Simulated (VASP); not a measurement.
Here is the system:

```
PtS2
1.0
    1.76228    -3.05237     0.00000
    1.76228     3.05237     0.00000
    0.00000     0.00000     5.53025
Pt S
1 2
Direct
  0.00000   0.00000   0.00000
  0.33333   0.66667   0.22084
  0.66667   0.33333   0.77916
```

Level of theory: SCAN meta-GGA, VASP's PBE PAW potentials (set 64) (plane waves; VASP). Run with 520 eV cut-off, 8×8×5 Γ-centred mesh, tetrahedra with Blöchl corrections, potentials Pt S.

Unless said otherwise, spin-orbit coupling is left out, though it shifts the bands of the heavy elements here.

Question: Give the energies of bands 3 to 14 at the high-symmetry points, in eV from the valence-band maximum.

Answer: 
```json
[
 {"band": "3", "Γ": "-6.53", "M": "-7.30", "K": "-6.45", "A": "-6.39", "L": "-7.42", "H": "-6.28"},
 {"band": "4", "Γ": "-6.40", "M": "-5.73", "K": "-5.96", "A": "-6.39", "L": "-5.78", "H": "-6.05"},
 {"band": "5", "Γ": "-6.40", "M": "-4.93", "K": "-5.96", "A": "-5.73", "L": "-4.80", "H": "-6.05"},
 {"band": "6", "Γ": "-3.64", "M": "-4.25", "K": "-4.18", "A": "-3.65", "L": "-4.77", "H": "-4.05"},
 {"band": "7", "Γ": "-3.64", "M": "-2.93", "K": "-4.18", "A": "-3.65", "L": "-2.93", "H": "-4.05"},
 {"band": "8", "Γ": "-1.73", "M": "-2.79", "K": "-3.29", "A": "-2.00", "L": "-2.86", "H": "-3.25"},
 {"band": "9", "Γ": "-0.71", "M": "-2.71", "K": "-2.69", "A": "-0.97", "L": "-2.54", "H": "-3.16"},
 {"band": "10", "Γ": "-0.71", "M": "-2.52", "K": "-1.16", "A": "-0.81", "L": "-2.47", "H": "-1.48"},
 {"band": "11", "Γ": "-0.10", "M": "-2.20", "K": "-1.16", "A": "-0.81", "L": "-1.43", "H": "-1.48"},
 {"band": "12", "Γ": "3.08", "M": "2.50", "K": "1.71", "A": "3.33", "L": "2.75", "H": "2.54"},
 {"band": "13", "Γ": "3.08", "M": "3.19", "K": "1.71", "A": "3.33", "L": "3.04", "H": "2.54"},
 {"band": "14", "Γ": "5.90", "M": "5.86", "K": "6.04", "A": "6.20", "L": "5.47", "H": "7.49"}
]
```

The gap is indirect, 1.47 eV, from the valence maximum at K-Γ at 0.80 to the conduction minimum at (0.00, 0.25, 0.40).

The compound is PtS2 in the 1T layered structure. It was relaxed first, which changed the volume by +9 %.
